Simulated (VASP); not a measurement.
Given:

```
PbTe
1.0
    0.00000     3.27089     3.27089
    3.27089     0.00000     3.27089
    3.27089     3.27089     0.00000
Te Pb
1 1
Direct
  0.00000   0.00000   0.00000
  0.50000   0.50000   0.50000
```

Calculation: PBE GGA, VASP's PBE PAW potentials (set 64) (plane waves; VASP 6.6.1). Numerical set-up: PREC = Normal, 500 eV cut-off, 4×4×4 Γ-centred mesh, Gaussian smearing of 0.010 eV, potentials Te_GW Pb_d_GW.

Unless said otherwise, spin-orbit coupling is left out, though it shifts the bands of the heavy elements here.

Problem. Estimate the energy per atom (σ→0), band gap (on the k-mesh) with the smallest direct gap where there is one.

Solution. 
The band gap (on the k-mesh) is 0.81 eV and the smallest direct gap (on the k-mesh) is 0.81 eV. The energy per atom (σ→0) is -3.756 eV/atom.

The absolute energy has meaning only against runs of the same code, potentials and settings.

The structure comes from a computed database's TePb entry (Fm-3m); how it stands against other phases isn't given here. The cell was not relaxed at this level.
